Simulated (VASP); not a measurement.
Data:

```xyz
4
Lattice="3.2272 0.0000 0.0000 -1.6136 2.7948 0.0000 0.0000 0.0000 6.4121" Properties=species:S:1:pos:R:3 pbc="T T T"
W      0.0000     0.0000     6.4121
W      0.0000     0.0000     3.2061
P      0.0000     1.8632     1.6030
P      1.6136     0.9316     4.8091
```

Computed with r2SCAN meta-GGA, VASP's PBE PAW potentials (set 64) (plane waves; VASP). Settings: 400 eV cut-off, 12×12×6 Γ-centred mesh, tetrahedra with Blöchl corrections, potentials W_sv P.

The cores are frozen, which limits the accuracy of field gradients.

**Question.** Give the principal components of the electric field gradient (V/Å²) and the asymmetry η at each nucleus.

**Answer.** 
| atom | Vxx | Vyy | Vzz | η |
|---|---|---|---|---|
| W1 | 33.5 | 33.5 | -67.0 | 0.00 |
| W2 | 33.5 | 33.5 | -67.0 | 0.00 |
| P3 | 5.3 | 5.3 | -10.6 | 0.00 |
| P4 | 5.3 | 5.3 | -10.6 | 0.00 |

The structure was generated: WP was put into the NiAs type type (P6_3/mmc), which need not be its known phase. It was relaxed first, which changed the volume by -39 %.
